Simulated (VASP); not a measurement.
Data:

```xyz
2
Lattice="0.0000 2.5638 2.5638 2.5638 0.0000 2.5638 2.5638 2.5638 0.0000" Properties=species:S:1:pos:R:3 pbc="T T T"
Be     0.0000     0.0000     0.0000
Se     1.2819     1.2819     1.2819
```

All values below come from PBE GGA with D4 dispersion, VASP's PBE PAW potentials (set 64) (plane waves; VASP). Settings: 520 eV cut-off, 10×10×10 Γ-centred mesh, tetrahedra with Blöchl corrections, potentials Be Se.

Q: Estimate the energy per atom (σ→0), band gap (on the k-mesh) with the smallest direct gap where there is one.

A: 
band gap (on the k-mesh): 2.60 eV
smallest direct gap (on the k-mesh): 4.44 eV
energy per atom (σ→0): -4704 meV/atom

Total energies compare only between runs with the same potentials, cut-off and functional.

The compound is BeSe in the zinc blende structure. It was relaxed first.
